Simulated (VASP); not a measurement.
Hf (hcp): the bulk modulus from VASP (plane waves, PAW) at several levels of theory. Static lattice, third-order Birch-Murnaghan fit over five volumes.

| level | bulk modulus (GPa) | error against measurement |
|---|---|---|
| LDA | 123 | +11.8 % |
| PBE | 109 | -0.4 % |
| PBEsol | 114 | +4.3 % |
| revPBE | 105 | -3.9 % |
| PW91 | 109 | -0.4 % |
| PBE-D3 (zero damping) | 112 | +2.0 % |
| optB86b-vdW | 114 | +3.5 % |
| vdW-DF2 | 105 | -3.9 % |
| vdW-DF-cx | 115 | +4.5 % |
| r2SCAN | 114 | +3.7 % |

Measured: 110 GPa at 0 K (as given by Vázquez-Parga, Fernández-Martínez, Viñes, J. Chem. Theory Comput. (2023), doi:10.1021/acs.jctc.3c00612, Supporting …; zero-point energy and finite temperature contributions removed).

The cell of the LDA run:

```cif
data_Hf2
_chemical_formula_sum 'Hf2'
_space_group_name_H-M_alt 'P63/mmc'
_space_group_IT_number 194
_space_group_name_Hall '-P 6c 2c'
_cell_length_a 3.11879
_cell_length_b 3.11879
_cell_length_c 4.95452
_cell_angle_alpha 90.000
_cell_angle_beta 90.000
_cell_angle_gamma 120.000
loop_
_atom_site_label
_atom_site_type_symbol
_atom_site_symmetry_multiplicity
_atom_site_Wyckoff_symbol
_atom_site_fract_x
_atom_site_fract_y
_atom_site_fract_z
_atom_site_occupancy
Hf1 Hf 2 c 0.33333 0.66667 0.25000 1
```

Only levels that ran to the end are used. Left out are those held back, those with too coarse a band path, GW runs whose mesh misses a band edge, hybrids' fits of cells that aren't cubic and levels without matching references; a question may draw on a part of the rest.

The compound is Hf in the hcp structure.
